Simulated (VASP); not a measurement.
Computed with AM05 GGA, VASP's PBE PAW potentials (set 64) (plane waves; VASP).

A VASP calculation is set up with these files.

**INCAR**
```
! general
SYSTEM   =  CdTe
PREC     =  Accurate
ENCUT    =  520
LREAL    =  .False.
LASPH    =  .True.

! electronic loop
EDIFF    =  1E-6
NELM     =  100
ALGO     =  Normal
LMAXMIX  =  4

! smearing
ISMEAR   =  0
SIGMA    =  0.05

! functional
GGA      =  AM

! ions
IBRION   =  2
NSW      =  60
ISIF     =  3
EDIFFG   =  -0.01

! output
LWAVE    =  .False.
LCHARG   =  .False.
```

### POSCAR
```
CdTe
1
    0.0000000000     3.2400000000     3.2400000000
    3.2400000000     0.0000000000     3.2400000000
    3.2400000000     3.2400000000     0.0000000000
Cd Te
1 1
Direct
  0.0000000000   0.0000000000   0.0000000000
  0.2500000000   0.2500000000   0.2500000000
```

File KPOINTS:
```
kpoints
0
G
  6 6 6
```

POTCAR, in this order: Cd Te (PBE.64 set). Program: vasp_std.

The resulting files:

**OSZICAR**
```
       N       E                     dE             d eps       ncg     rms          rms(c)
DAV:   1     0.104950336966E+03    0.10495E+03   -0.85295E+03   424   0.121E+03
DAV:   2    -0.112046487013E+01   -0.10607E+03   -0.10263E+03   466   0.278E+02
DAV:   3    -0.519452653275E+01   -0.40741E+01   -0.40682E+01   516   0.574E+01
DAV:   4    -0.523417905629E+01   -0.39653E-01   -0.39649E-01   584   0.501E+00
DAV:   5    -0.523428730001E+01   -0.10824E-03   -0.10824E-03   481   0.249E-01    0.572E+00
DAV:   6    -0.499873019590E+01    0.23556E+00   -0.51857E-01   466   0.982E+00    0.465E+00
DAV:   7    -0.498152769446E+01    0.17203E-01   -0.12350E-01   466   0.261E+00    0.181E+00
DAV:   8    -0.498183996390E+01   -0.31227E-03   -0.11053E-02   421   0.144E+00    0.557E-01
DAV:   9    -0.498223024584E+01   -0.39028E-03   -0.10415E-03   471   0.362E-01    0.129E-01
DAV:  10    -0.498235289552E+01   -0.12265E-03   -0.16972E-04   431   0.129E-01    0.535E-02
DAV:  11    -0.498242710940E+01   -0.74214E-04   -0.15316E-04   431   0.790E-02    0.438E-02
DAV:  12    -0.498242461098E+01    0.24984E-05   -0.47746E-06   481   0.192E-02    0.241E-02
DAV:  13    -0.498242450439E+01    0.10659E-06   -0.69069E-07   318   0.515E-03
   1 F= -.49824245E+01 E0= -.49824245E+01  d E =-.498242E+01
       N       E                     dE             d eps       ncg     rms          rms(c)
DAV:   1    -0.510755929987E+01   -0.12513E+00   -0.25596E+00   456   0.213E+01    0.275E+00
DAV:   2    -0.500015427370E+01    0.10741E+00   -0.28037E-01   441   0.855E+00    0.915E-01
DAV:   3    -0.498819970988E+01    0.11955E-01   -0.28841E-02   441   0.191E+00    0.782E-01
DAV:   4    -0.498629238134E+01    0.19073E-02   -0.32415E-03   451   0.443E-01    0.146E-01
DAV:   5    -0.498619540095E+01    0.96980E-04   -0.34761E-04   421   0.242E-01    0.101E-01
DAV:   6    -0.498620372841E+01   -0.83275E-05   -0.76764E-05   434   0.893E-02    0.298E-02
DAV:   7    -0.498620438157E+01   -0.65315E-06   -0.25480E-05   491   0.671E-02    0.561E-03
DAV:   8    -0.498620605710E+01   -0.16755E-05   -0.30891E-06   416   0.204E-02    0.329E-03
DAV:   9    -0.498620644953E+01   -0.39243E-06   -0.83633E-07   348   0.849E-03
   2 F= -.49862064E+01 E0= -.49862064E+01  d E =-.378195E-02
       N       E                     dE             d eps       ncg     rms          rms(c)
DAV:   1    -0.499143144160E+01   -0.52254E-02   -0.10316E-01   456   0.420E+00    0.515E-01
DAV:   2    -0.498697098026E+01    0.44605E-02   -0.12258E-02   446   0.174E+00    0.168E-01
DAV:   3    -0.498651056341E+01    0.46042E-03   -0.11467E-03   431   0.365E-01    0.139E-01
DAV:   4    -0.498644685846E+01    0.63705E-04   -0.12232E-04   451   0.913E-02    0.266E-02
DAV:   5    -0.498644405465E+01    0.28038E-05   -0.13210E-05   426   0.476E-02    0.200E-02
DAV:   6    -0.498644438927E+01   -0.33462E-06   -0.38830E-06   421   0.208E-02
   3 F= -.49864444E+01 E0= -.49864444E+01  d E =-.401988E-02
```

### OUTCAR
```
------------------------ aborting loop because EDIFF is reached ----------------------------------------
  FORCE on cell =-STRESS in cart. coord.  units (eV):
  Direction    XX          YY          ZZ          XY          YZ          ZX
  --------------------------------------------------------------------------------------
  Total       -0.0107909     -0.0107909     -0.0107909      0.0000000      0.0000000      0.0000000
  in kB       -0.2487177     -0.2487177     -0.2487177      0.0000000      0.0000000      0.0000000
  external PRESSURE =      -0.2487177 kB  Pullay stress =       0.0000000 kB
  volume of cell :       69.51
      direct lattice vectors                 reciprocal lattice vectors
    -0.000000000  3.263447631  3.263447631    -0.153212203  0.153212203  0.153212203
     3.263447631 -0.000000000  3.263447631     0.153212203 -0.153212203  0.153212203
     3.263447631  3.263447631 -0.000000000     0.153212203  0.153212203 -0.153212203
  FREE ENERGIE OF THE ION-ELECTRON SYSTEM (eV)
  ---------------------------------------------------
  free  energy   TOTEN  =        -4.9864443893 eV

  energy  without entropy=       -4.9864443893  energy(sigma->0) =       -4.98644439

 reached required accuracy - stopping structural energy minimisation
```
(Selected blocks of OUTCAR.)

File CONTCAR:
```
CdTe
   1.00000000000000
    -0.0000000000000000    3.2634476306936029    3.2634476306936029
     3.2634476306936029   -0.0000000000000000    3.2634476306936029
     3.2634476306936029    3.2634476306936029   -0.0000000000000000
  Cd              Te
     1     1
Direct
     0.0000000000000000    0.0000000000000000    0.0000000000000000
     0.2500000000000000    0.2500000000000000    0.2500000000000000
```

Energy and stress use the plane-wave basis of the starting cell.

The compound is CdTe in the zinc blende structure. This run relaxes it. Symmetry was kept, so distortions that lower it aren't found.
